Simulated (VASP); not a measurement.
Here is the system:

```xyz
4
Lattice="3.7661 0.0000 0.0000 0.0000 3.7661 0.0000 0.0000 0.0000 4.6346" Properties=species:S:1:pos:R:3 pbc="T T T"
Sn     1.8831     0.0000     3.4844
Sn     0.0000     1.8831     1.1502
O      1.8831     1.8831     0.0000
O      0.0000     0.0000     0.0000
```

Method: LDA (Ceperley-Alder, Perdew-Zunger), VASP's LDA PAW potentials (set 64) (plane waves; VASP). Numerical set-up: 520 eV cut-off, Gaussian smearing of 0.050 eV, potentials Sn_d O.

Unless said otherwise, spin-orbit coupling is left out, though it shifts the bands of the heavy elements here.

Question: Estimate the band gap (along the path) with the smallest direct gap where there is one.

Answer: 
```json
{
 "band gap (along the path)": "none (metal, semimetal or under 0.01 eV)"
}
```

The absolute energy has meaning only against runs of the same code, potentials and settings.

The compound is SnO in the litharge structure. It was relaxed first, which changed the volume by -6 %.
